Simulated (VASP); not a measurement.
Data:

```yaml
crystal:
  lattice:
    - [4.65194, 0.00000, 0.00000]
    - [0.00000, 4.65194, 0.00000]
    - [0.00000, 0.00000, 4.65194]
  atoms:
    - { symbol: Cs, position: [0.00000, 0.00000, 0.00000] }
    - { symbol: I, position: [0.50000, 0.50000, 0.50000] }
```

Calculation: PBEsol GGA, VASP's PBE PAW potentials (set 64) (plane waves; VASP). Settings: 480 eV cut-off, 6×6×6 Γ-centred mesh, Gaussian smearing of 0.050 eV, potentials Cs_sv I.

Question: Predict the energy per atom (σ→0).

Answer: 
```json
{
  "energy per atom (σ→0)": "-277.3 kJ/mol of atoms"
}
```

Only differences to runs with the same potentials and settings are physical.

The compound is CsI in the CsCl type structure. This cell was strained or had an atom moved on purpose.
